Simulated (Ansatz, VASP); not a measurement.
MgBe2S3: VASP beside Ansatz

```
Mg Be S
1.0
     3.34356    0.00000    0.00000
     0.00000    3.34356    0.00000
     0.00000    0.00000   11.39629
Mg Be S
1 2 3
Direct
  0.00000 0.00000 0.00000
  0.00000 0.50000 0.56965
  0.50000 0.00000 0.43035
  0.50000 0.50000 0.00000
  0.00000 0.50000 0.38875
  0.50000 0.00000 0.61125
```

Change from the starting cell: species swapped into the Zr2CuSb3 type (P-4m2, No. 115).

Alike in both runs: functional PBE; k mesh 8 × 8 × 4; occupations gaussian, width 0.02 eV; no spin polarisation.

Ansatz relaxed the structure, and its values are those at the end. VASP's run is a single point on that final structure, the one shown.

|  | VASP | Ansatz |
| --- | --- | --- |
| version | VASP 6.6.1 | Ansatz 0.2.0 |
| potentials or method | VASP PAW PBE potentials, release 64 (Mg, Be, S) | scalar-relativistic, plane waves, PAW |
| plane-wave cutoff (eV) | 520 | 420 |
| valence electrons in the cell | 24 | 32 |

|  | VASP | Ansatz | Ansatz less VASP |
| --- | --- | --- | --- |
| gap on the k mesh at the Fermi level (eV) | 1.03 | 1.01 | -0.016 |
| least direct gap on the mesh (eV) | 1.11 | 1.08 | -0.025 |
| pressure (GPa) | 0.0 | 0.0 | +0.07 |
| rms of the force components (eV/Å) | 0.006 | 0.003 | -0.0032 |

The two sets of potentials don't hold the same shells in valence.

A k mesh can miss the band edges.
